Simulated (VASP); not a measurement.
OSZICAR of a VASP run on Cd (hcp):

OSZICAR:
```
       N       E                     dE             d eps       ncg     rms          rms(c)
DAV:   1     0.142300853397E+03    0.14230E+03   -0.11599E+04  1344   0.122E+03
DAV:   2     0.130380865693E+01   -0.14100E+03   -0.13867E+03  1408   0.342E+02
DAV:   3    -0.158724452310E+01   -0.28911E+01   -0.28845E+01  1688   0.585E+01
DAV:   4    -0.159034134908E+01   -0.30968E-02   -0.30968E-02  1592   0.163E+00
DAV:   5    -0.159035042991E+01   -0.90808E-05   -0.90806E-05  1720   0.822E-02    0.395E+00
DAV:   6    -0.150580064466E+01    0.84550E-01   -0.25788E-01  1456   0.638E+00    0.323E+00
DAV:   7    -0.150219273295E+01    0.36079E-02   -0.27173E-02  1504   0.166E+00    0.158E+00
DAV:   8    -0.150269154612E+01   -0.49881E-03   -0.32750E-03  1472   0.809E-01    0.883E-02
DAV:   9    -0.150274637962E+01   -0.54834E-04   -0.31526E-05  1744   0.634E-02    0.316E-02
DAV:  10    -0.150278076548E+01   -0.34386E-04   -0.34009E-05  1504   0.675E-02    0.301E-03
DAV:  11    -0.150278113549E+01   -0.37001E-06   -0.19467E-08  1008   0.136E-03
   1 F= -.15027811E+01 E0= -.15026621E+01  d E =-.357126E-03
```

Question: Which electronic solver shows in the log?

Answer: It is blocked Davidson (ALGO = Normal, or the opening steps of other solvers). The INCAR had ALGO = Normal.

Question: Can the final energy be trusted as converged?

Answer: The calculation finished and met its thresholds. It stopped with EDIFF = 1E-6, NELM = 100 (PBE GGA, plane waves, VASP's PBE PAW potentials (set 64)).

The compound is Cd in the hcp structure. The cell was not relaxed at this level.
